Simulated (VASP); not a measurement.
Given:

```
Y
1.0
   -1.98448     1.98448     1.98448
    1.98448    -1.98448     1.98448
    1.98448     1.98448    -1.98448
Y
1
Cartesian
  1.98448  -1.98448   1.98448
```

Level of theory: PBEsol GGA, VASP's PBE PAW potentials (set 64) (plane waves; VASP). Numerical set-up: 400 eV cut-off, Gaussian smearing of 0.050 eV, potentials Y_sv.

Q: What does the run give for the band gap (along the path) with the smallest direct gap where there is one?

A: 
```yaml
band gap (along the path): none (metal, semimetal or under 0.01 eV)
```

Total energies compare only between runs with the same potentials, cut-off and functional.

The structure was generated: Y was put into the bcc type (Im-3m), which need not be its known phase. It was relaxed first, which changed the volume by -5 %.
